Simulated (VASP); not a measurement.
Here is the system:

```xyz
1
Lattice="-1.4428 1.4428 1.4428 1.4428 -1.4428 1.4428 1.4428 1.4428 -1.4428" Properties=species:S:1:pos:R:3 pbc="T T T"
V      0.0000     0.0000     0.0000
```

These are LDA (Ceperley-Alder, Perdew-Zunger), VASP's LDA PAW potentials (set 64) (plane waves; VASP 6.6.1) values and carry that method's errors. Run with 500 eV cut-off, 18×18×18 Γ-centred mesh, first-order Methfessel-Paxton smearing of 0.10 eV, potentials V_sv.

Energy and stress use the plane-wave basis of the starting cell.

The ions, cell shape and volume at an external pressure of 20.0 GPa are relaxed. Predict the relaxed structure.

```xyz
1
Lattice="-1.4246 1.4246 1.4246 1.4246 -1.4246 1.4246 1.4246 1.4246 -1.4246" Properties=species:S:1:pos:R:3 pbc="T T T"
V      0.0000     0.0000     0.0000
```
Space group Im-3m (229), at a tolerance of 0.03 Å.

How do energy and volume change from the first to the last step?

The energy (σ→0) changes by +41.9 meV/atom and the volume by -3.7 %, in 4 ionic steps.

| step | E(σ→0) (eV) | max force (eV/Å) | pressure (GPa) | volume (Å³) |
|---|---|---|---|---|
| 1 | -9.9335 | 0.000 | 9.90 | 12.01 |
| 2 | -9.7301 | 0.000 | 43.98 | 10.75 |
| 3 | -9.8941 | 0.000 | 19.46 | 11.59 |
| 4 | -9.8916 | 0.000 | 20.25 | 11.57 |

The compound is V in the bcc structure. This run relaxes it under an external pressure of 20 GPa. Symmetry was kept, so distortions that lower it aren't found. The run is not spin-polarised, so no magnetic state was tried.
